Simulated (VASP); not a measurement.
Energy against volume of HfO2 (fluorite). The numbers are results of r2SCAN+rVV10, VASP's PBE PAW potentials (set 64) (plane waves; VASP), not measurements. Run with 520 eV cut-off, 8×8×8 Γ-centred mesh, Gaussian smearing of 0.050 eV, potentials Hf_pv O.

```
V (Å³/atom)  E (eV/atom)
-----------  -----------
9.942          -22.65303
10.259         -22.68194
10.576         -22.69122
10.893         -22.68371
```

Q: Fit these four points and predict the energy of the run at 11.211 Å³/atom.

A: A cubic in V^(−2/3), the third-order Birch-Murnaghan form, passes through the four points with V0 = 10.58 Å³/atom and B0 = 282 GPa, and gives -22.6618 eV/atom there. The run gave -22.6619 eV/atom, -0.1 meV/atom from the fit; all five points give B0 = 281 GPa.

The compound is HfO2 in the fluorite structure, the high-temperature cubic form, which is unstable at 0 K; the monoclinic form is the stable one. It was relaxed first.
